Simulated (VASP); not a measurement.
# FeCu (Fm-3m) in VASP: further runs

One crystal, FeCu, is run at these levels: AM05, LDA+U; tasks: phonons, density of states.

Program: VASP 6.6.1. These are calculated values, not measurements. Logs are shortened: lines on timing, memory, paths and dates and some standing lists are left out, and cuts for length are marked.

## 1. The crystal as given

The structure is cubic, space group Fm-3m (No. 225). Conventional cell: a = 4.339 Å, b = 4.339 Å, c = 4.339 Å, α = 90.00°, β = 90.00°, γ = 90.00°. Fe (site symmetry m-3m) is surrounded by 6 Cu at 2.17 Å. Cu (site symmetry m-3m) has 6 Fe at 2.17 Å as nearest neighbours.

The cell was built by a generator and needn't be a form met in nature.

## 2. Phonons, AM05, collinear spin, zero start

POSCAR

```
FeCu
1.0
    0.0000000000      2.1696575300      2.1696575300
    2.1696575300      0.0000000000      2.1696575300
    2.1696575300      2.1696575300      0.0000000000
Fe Cu
1 1
Direct
    0.5000000000      0.5000000000      0.5000000000
    0.0000000000      0.0000000000      0.0000000000
```

INCAR.step1

```
PREC = Accurate
ENCUT = 600
EDIFF = 1E-8
ISMEAR = 1
SIGMA = 0.2
LREAL = F
LASPH = T
NELM = 120
ALGO = Normal
ISIF = 3
LWAVE = F
LCHARG = F
ISPIN = 2
MAGMOM = 0 0
LORBIT = 11
NUPDOWN = 0
LMAXMIX = 4
GGA = AM
IBRION = 2
NSW = 40
EDIFFG = -0.002
```

INCAR.step2

```
PREC = Accurate
ENCUT = 600
EDIFF = 1E-8
ISMEAR = 1
SIGMA = 0.2
LREAL = F
LASPH = T
NELM = 120
ALGO = Normal
ISIF = 2
LWAVE = F
LCHARG = F
ISPIN = 2
MAGMOM = 0 0
LORBIT = 11
NUPDOWN = 0
LMAXMIX = 4
GGA = AM
IBRION = 6
NFREE = 2
POTIM = 0.015
NSW = 1
```

KPOINTS

```
Automatic mesh
0
Gamma
  8 8 8
```

Potentials or basis: VASP PAW PBE potentials, release 64 (Fe, Cu).

The run is started by

```
> cat potpaw_PBE.64/Fe/POTCAR potpaw_PBE.64/Cu/POTCAR > POTCAR
> cp INCAR.step1 INCAR
> mpirun -np 1 vasp_std > vasp.out
> cp CONTCAR POSCAR
> cp INCAR.step2 INCAR
> mpirun -np 1 vasp_std > vasp.out
```

OUTCAR:

```text
PREC = Accurate
   ENCUT = 600
   EDIFF = 1E-8
   ISMEAR = 1
   LREAL = F
   LASPH = T
   NELM = 120
   ISIF = 2
   ISPIN = 2
   LORBIT = 11
   NUPDOWN = 0
   GGA = AM
   IBRION = 6
   NFREE = 2
   POTIM = 0.015
   NSW = 1

 ion  position               nearest neighbor table
   1  0.500  0.500  0.500-   2 2.32   2 2.32   2 2.32   2 2.32   2 2.32   2 2.32
   2  0.000  0.000  0.000-   1 2.32   1 2.32   1 2.32   1 2.32   1 2.32   1 2.32

  LATTYP: Found a face centered cubic cell.
 ALAT       =     4.6337533074

  Lattice vectors:

 A1 = (   0.0000000000,   2.3168766537,   2.3168766537)
 A2 = (   2.3168766537,   0.0000000000,   2.3168766537)
 A3 = (   2.3168766537,   2.3168766537,   0.0000000000)

Analysis of symmetry for initial positions (statically):
=====================================================================
 Subroutine PRICEL returns:
 Original cell was already a primitive cell.

 Routine SETGRP: Setting up the symmetry group for a
 face centered cubic supercell.

 Subroutine GETGRP returns: Found 48 space group operations
 (whereof 48 operations were pure point group operations)
 out of a pool of 48 trial point group operations.

The static configuration has the point symmetry O_h .

Analysis of symmetry for dynamics (positions and initial velocities):
=====================================================================
 Subroutine PRICEL returns:
 Original cell was already a primitive cell.

 Routine SETGRP: Setting up the symmetry group for a
 face centered cubic supercell.

 Subroutine GETGRP returns: Found 48 space group operations
 (whereof 48 operations were pure point group operations)
 out of a pool of 48 trial point group operations.

The dynamic configuration has the point symmetry O_h .

Analysis of structural, dynamic, and magnetic symmetry:
=====================================================================
 Subroutine PRICEL returns:
 Original cell was already a primitive cell.

 Routine SETGRP: Setting up the symmetry group for a
 face centered cubic supercell.

 Subroutine GETGRP returns: Found 48 space group operations
 (whereof 48 operations were pure point group operations)
 out of a pool of 48 trial point group operations.

The overall configuration has the point symmetry O_h .

 Subroutine INISYM returns: Found 48 space group operations
 (whereof 48 operations are pure point group operations),
 and found     1 'primitive' translations

[... 310 lines left out ...]
 E-fermi :   5.6489     XC(G=0): -12.6264

 val. band max:        5.6456093140   @ k =   0.3750   0.1250  -0.3750
 cond. band min:       5.6539316132   @ k =   0.0000  -0.1250   0.1250
 fundamental gap:      0.0083222993
 Fermi energy:         5.6489341345

 spin component 1

 k-point     1 :       0.0000    0.0000    0.0000
  band No.  band energies     occupation
      1      -2.5863      1.00000
      2       1.5551      1.00000
      3       1.5559      1.00000
      4       1.9078      1.00000
      5       1.9078      1.00000
      6       1.9087      1.00000
      7       5.7325      0.17829
      8       5.7325      0.17829
      9       5.7325      0.17818
     10       6.5253     -0.00000
     11       6.5256     -0.00000
     12      17.4544      0.00000
     13      17.4546      0.00000
[... 356 lines left out ...]
      2       1.7803      1.00000
      3       2.1361      1.00000
      4       2.4083      1.00000
      5       3.0164      1.00000
      6       3.4700      1.00000
      7       3.7967      1.00000
      8       4.6448      1.00000
      9       4.9915      1.00002
     10       5.5724      0.79915
     11       6.4075     -0.00000
     12       7.1116     -0.00000
     13      13.2342      0.00000

 [... further k-points ...]

 spin component 2

 k-point     1 :       0.0000    0.0000    0.0000
  band No.  band energies     occupation
      1      -2.5863      1.00000
      2       1.5551      1.00000
      3       1.5559      1.00000
      4       1.9078      1.00000
      5       1.9078      1.00000
      6       1.9086      1.00000
      7       5.7324      0.17862
      8       5.7326      0.17808
      9       5.7326      0.17807
     10       6.5253     -0.00000
     11       6.5256     -0.00000
     12      17.4544      0.00000
     13      17.4547      0.00000
[... 397 lines left out ...]
  FREE ENERGIE OF THE ION-ELECTRON SYSTEM (eV)
  ---------------------------------------------------
  free  energy   TOTEN  =        -9.9880540508 eV

  energy  without entropy=       -9.9554755862  energy(sigma->0) =       -9.97719456

 INTERNAL STRAIN TENSORS FROM DISPLACED ATOMS
 ============================================

 INTERNAL STRAIN TENSOR FOR ION    1 for displacements in x,y,z  (eV/Angst):
          X           Y           Z          XY          YZ          ZX
  --------------------------------------------------------------------------------
  x     0.00000     0.00000     0.00000     0.00000     0.00000     0.00000
  y     0.00000     0.00000     0.00000     0.00000     0.00000     0.00000
  z     0.00000     0.00000     0.00000     0.00000     0.00000     0.00000

 INTERNAL STRAIN TENSOR FOR ION    2 for displacements in x,y,z  (eV/Angst):
          X           Y           Z          XY          YZ          ZX
  --------------------------------------------------------------------------------
  x     0.00000     0.00000     0.00000     0.00000     0.00000     0.00000
  y     0.00000     0.00000     0.00000     0.00000     0.00000     0.00000
  z     0.00000     0.00000     0.00000     0.00000     0.00000     0.00000

 Eigenvectors and eigenvalues of the dynamical matrix
 ----------------------------------------------------

   1 f  =    6.188562 THz    38.883882 2PiTHz  206.428209 cm-1    25.593824 meV
             X         Y         Z           dx          dy          dz
      2.316877  2.316877  2.316877     0.000000    0.730714    0.000000
      0.000000  0.000000  0.000000     0.000000   -0.682684    0.000000
[... 21 lines left out ...]
   6 f/i=    0.010548 THz     0.066276 2PiTHz    0.351848 cm-1     0.043624 meV
             X         Y         Z           dx          dy          dz
      2.316877  2.316877  2.316877     0.000000    0.000000   -0.682684
      0.000000  0.000000  0.000000     0.000000    0.000000   -0.730714

 ELASTIC MODULI CONTR FROM IONIC RELAXATION (kBar)
 Direction    XX          YY          ZZ          XY          YZ          ZX
 --------------------------------------------------------------------------------
 XX           0.0000      0.0000      0.0000      0.0000      0.0000      0.0000
 YY           0.0000      0.0000      0.0000      0.0000      0.0000      0.0000
 ZZ           0.0000      0.0000      0.0000      0.0000      0.0000      0.0000
 XY           0.0000      0.0000      0.0000      0.0000      0.0000      0.0000
 YZ           0.0000      0.0000      0.0000      0.0000      0.0000      0.0000
 ZX           0.0000      0.0000      0.0000      0.0000      0.0000      0.0000
 --------------------------------------------------------------------------------

 total charge

# of ion       s       p       d       tot
------------------------------------------
    1        0.421   0.403   6.340   7.165
    2        0.582   0.433   9.137  10.152
--------------------------------------------------
tot          1.004   0.837  15.477  17.317

 magnetization (x)

# of ion       s       p       d       tot
------------------------------------------
    1        0.000   0.000   0.000   0.000
    2       -0.000   0.000   0.000   0.000
--------------------------------------------------
tot         -0.000   0.000   0.000   0.000
```

OUTCAR.step1:

```text
PREC = Accurate
   ENCUT = 600
   EDIFF = 1E-8
   ISMEAR = 1
   LREAL = F
   LASPH = T
   NELM = 120
   ISIF = 3
   ISPIN = 2
   LORBIT = 11
[... 1229 lines left out ...]

 reached required accuracy - stopping structural energy minimisation

 total charge

# of ion       s       p       d       tot
------------------------------------------
    1        0.421   0.403   6.340   7.165
    2        0.582   0.433   9.137  10.153
--------------------------------------------------
tot          1.004   0.837  15.477  17.317

 magnetization (x)

# of ion       s       p       d       tot
------------------------------------------
    1        0.000  -0.000   0.000   0.000
    2       -0.000  -0.000  -0.000  -0.000
--------------------------------------------------
tot          0.000  -0.000   0.000   0.000
```

OSZICAR.step1:

```text
N       E                     dE             d eps       ncg     rms          rms(c)
DAV:   1     0.115383736247E+03    0.11538E+03   -0.99889E+03  1532   0.259E+03
DAV:   2    -0.791628937697E+01   -0.12330E+03   -0.11855E+03  1508   0.345E+02
[... 177 lines left out ...]
DAV:   2    -0.998752263722E+01   -0.11892E-04   -0.50382E-04  1617   0.896E-01    0.731E-02
DAV:   3    -0.998749084553E+01    0.31792E-04   -0.38869E-04  2010   0.769E-01    0.496E-02
DAV:   4    -0.998746932134E+01    0.21524E-04   -0.66635E-05  2070   0.221E-01    0.760E-03
DAV:   5    -0.998746878279E+01    0.53855E-06   -0.26088E-06  2272   0.301E-02    0.197E-03
DAV:   6    -0.998746877648E+01    0.63096E-08   -0.23142E-07  1850   0.915E-03    0.410E-04
DAV:   7    -0.998746881417E+01   -0.37693E-07   -0.66455E-09   794   0.171E-03    0.183E-04
DAV:   8    -0.998746881567E+01   -0.15007E-08   -0.17222E-09   754   0.102E-03
  20 F= -.99874688E+01 E0= -.99765806E+01  d E =-.368726E-04  mag=    -0.0000
```

It took 6.9 min on 1 thread of Intel Xeon Platinum 8488C (Sapphire Rapids), shared host; peak memory 0.22 GiB.

What came out:

* Relaxed volume: 12.44 Å³/atom
* Relaxed cell: a = 3.277 Å, b = 3.277 Å, c = 3.277 Å, α = 60.00°, β = 60.00°, γ = 60.00°
* Space group after relaxing (to 0.05 Å): Fm-3m (No. 225)
* Net moment: 0.00 μB per cell
* Valence electrons inside the program's atomic spheres: Fe 7.17; Cu 10.15
* Highest phonon frequency at Γ, LO-TO splitting left out: 206 cm⁻¹

Step by step:
```tsv
step	energy change (eV)	largest force (eV/Å)	pressure (GPa)	volume (Å³)
1	0.0000	0.0000	49.67	20.43
2	-0.0418	0.0000	-21.25	31.29
3	-0.5713	0.0000	-1.17	25.06
4	-0.5719	0.0000	-0.31	24.92
5	-0.5719	0.0000	0.29	24.83
6	-0.5719	0.0000	0.29	24.83
7	-0.5719	0.0000	0.30	24.83
8	-0.5719	0.0000	0.28	24.83
9	-0.5719	0.0000	0.27	24.83
10	-0.5719	0.0000	0.26	24.83
11	-0.5719	0.0000	0.23	24.83
12	-0.5719	0.0000	0.28	24.83
13	-0.5719	0.0000	0.28	24.83
14	-0.5719	0.0000	0.28	24.83
15	-0.5719	0.0000	0.27	24.83
16	-0.5719	0.0000	0.25	24.83
17	-0.5719	0.0000	0.22	24.84
18	-0.5720	0.0000	0.17	24.85
19	-0.5720	0.0000	0.05	24.86
20	-0.5720	0.0000	0.00	24.87
```

Final structure:
```
Fe Cu
1.0
     0.00000    2.31688    2.31688
     2.31688    0.00000    2.31688
     2.31688    2.31688    0.00000
Fe Cu
1 1
Direct
  0.50000 0.50000 0.50000
  0.00000 0.00000 0.00000
```

Phonon frequencies in cm⁻¹ (negative: imaginary):
| q point | frequencies |
| --- | --- |
| (0.000, 0.000, 0.000) | 0 0 0 206 206 206 |

Caveat: the volume moved by over 15 % at a fixed basis, so the end points are rough; the PAW data sets were made with another functional, which shifts forces and pressure a little; the total moment is fixed, so each spin has its own Fermi level.

## 3. Density of states, LDA+U, collinear spin, antiferromagnetic start

run.py

```python
from ase.calculators.vasp import Vasp
from ase.dft.dos import DOS
from ase.io import read

atoms = read('POSCAR')
atoms.set_initial_magnetic_moments([3.0, -0.6])
calc = Vasp(
    directory='calc',
    xc='lda',
    pp='LDA',
    setups='recommended',
    prec='Accurate',
    encut=600,
    ediff=1e-06,
    ismear=0,
    sigma=0.05,
    lreal=False,
    lasph=True,
    nelm=120,
    algo='Normal',
    isif=2,
    lwave=False,
    lcharg=False,
    ispin=2,
    lorbit=11,
    lmaxmix=4,
    ldautype=2,
    ldauprint=1,
    ldau_luj={'Cu': {'L': 2, 'U': 3.5, 'J': 1.0}, 'Fe': {'L': 2, 'U': 3.5, 'J': 1.0}},
    kpts=[11, 11, 11],
    gamma=True,
    nbands=20,
)
atoms.calc = calc

print('energy (eV):', atoms.get_potential_energy())
print('free energy (eV):', atoms.get_potential_energy(force_consistent=True))
print('forces (eV/A):')
print(atoms.get_forces())
print('stress (eV/A^3, Voigt):', atoms.get_stress())
print('Fermi level (eV):', calc.get_fermi_level())
print('moment (muB):', atoms.get_magnetic_moment())
print('site moments (muB):', atoms.get_magnetic_moments())
dos = DOS(calc, width=0.1, window=(-10, 10), npts=301)
print('E - E_F (eV), DOS (1/eV)')
for e, g in zip(dos.get_energies(), dos.get_dos()):
    print(f'{e:8.3f} {g:10.4f}')
```

POSCAR is that of step 2.

Potentials or basis: VASP PAW LDA potentials, release 64 (Fe, Cu).

The run is started by

```
> python run.py
```

Run time: 55 s. Hardware: 1 thread of Intel Xeon Platinum 8488C (Sapphire Rapids), shared host; peak memory 0.18 GiB.

It converged, with:

```yaml
Free_energy: -8.7088 eV
Pressure: 56.2 GPa
Band_gap_on_the_k_mesh: none (metal or under the smearing width)
Net_moment: 2.91 μB per cell
Site_moments: Fe +2.76; Cu +0.15 μB
Valence_electrons_inside_the_program's_atomic_spheres: Fe 7.58; Cu 10.57
```

Levels at points of the mesh, in eV from the Fermi level:
Spin up:
```
           k point  band 7  band 8  band 9  band 10  band 11  band 12  band 13  band 14  band 15  band 16
(0.00, 0.00, 0.00)   -2.14   -2.14   -2.14    -0.72    -0.72    13.31    13.31    13.31    13.57    17.54
```
Spin down:
| k point | band 5 | band 6 | band 7 | band 8 | band 9 | band 10 | band 11 | band 12 |
| --- | --- | --- | --- | --- | --- | --- | --- | --- |
| (0.00, 0.00, 0.00) | -5.15 | -5.15 | 1.31 | 1.31 | 1.31 | 1.33 | 1.33 | 13.61 |

States per cell in windows of 0.5 eV (zero at the Fermi level; states under -8 eV left out):
```
from (eV)    up  down  Fe1_d_up  Cu2_d_down  Cu2_d_up  Fe1_d_down  Fe1_p_up  Cu2_p_up
     -8.0  0.09  0.05      0.01        0.00      0.01        0.00      0.01      0.00
     -7.5  0.21  0.08      0.06        0.00      0.07        0.00      0.01      0.00
     -7.0  0.65  0.10      0.21        0.01      0.27        0.00      0.02      0.02
     -6.5  1.10  0.18      0.35        0.07      0.51        0.02      0.04      0.03
     -6.0  0.96  0.60      0.30        0.35      0.57        0.07      0.02      0.01
     -5.5  1.22  1.54      0.31        1.14      0.81        0.21      0.03      0.01
     -5.0  0.67  1.30      0.19        1.06      0.41        0.11      0.02      0.01
     -4.5  0.97  0.63      0.25        0.54      0.62        0.04      0.02      0.02
     -4.0  0.61  1.03      0.30        0.87      0.26        0.08      0.01      0.03
     -3.5  0.82  0.25      0.55        0.09      0.20        0.09      0.01      0.02
     -3.0  1.26  0.17      0.85        0.06      0.35        0.05      0.01      0.01
     -2.5  1.26  0.25      0.72        0.03      0.45        0.13      0.02      0.02
     -2.0  0.30  0.32      0.18        0.04      0.07        0.16      0.01      0.01
     -1.5  0.38  0.50      0.19        0.05      0.10        0.33      0.03      0.02
     -1.0  0.20  0.31      0.09        0.05      0.05        0.20      0.02      0.01
     -0.5  0.12  0.51      0.03        0.11      0.01        0.26      0.02      0.02
      0.0  0.07  0.64      0.02        0.14      0.01        0.39      0.01      0.01
      0.5  0.09  0.34      0.02        0.07      0.01        0.23      0.01      0.02
      1.0  0.10  1.12      0.02        0.11      0.01        0.97      0.02      0.02
      1.5  0.13  0.83      0.03        0.02      0.01        0.74      0.03      0.03
      2.0  0.04  0.12      0.01        0.00      0.00        0.09      0.01      0.01
      2.5  0.06  0.05      0.01        0.00      0.00        0.03      0.02      0.02
      3.0  0.10  0.23      0.02        0.00      0.01        0.14      0.03      0.03
      3.5  0.06  0.16      0.01        0.01      0.00        0.07      0.02      0.02
      4.0  0.15  0.11      0.03        0.00      0.02        0.04      0.02      0.02
      4.5  0.17  0.09      0.04        0.00      0.02        0.03      0.03      0.03
      5.0  0.14  0.07      0.03        0.00      0.01        0.02      0.03      0.03
      5.5  0.17  0.25      0.03        0.03      0.01        0.07      0.04      0.04
      6.0  0.19  0.18      0.03        0.02      0.02        0.05      0.04      0.04
      6.5  0.12  0.15      0.02        0.01      0.01        0.03      0.03      0.03
      7.0  0.19  0.22      0.03        0.02      0.02        0.06      0.05      0.05
      7.5  0.14  0.11      0.02        0.01      0.01        0.03      0.03      0.03
```

Eigenvalues of the final occupation matrices:
```
    site  spin  trace               eigenvalues
site 1 d     1   4.63  0.92 0.92 0.93 0.93 0.93
site 1 d     2   1.86  0.17 0.17 0.17 0.67 0.67
site 2 d     1   4.78  0.95 0.95 0.96 0.96 0.96
site 2 d     2   4.53  0.90 0.90 0.91 0.91 0.91
```

Caveat: a pressure of tens of GPa on the cell as given is suspect, and the run, the potentials or the cell itself is likely at fault; the U is typed as a test and isn't derived for this compound. The state reached can hang on the start; a lower one may exist.
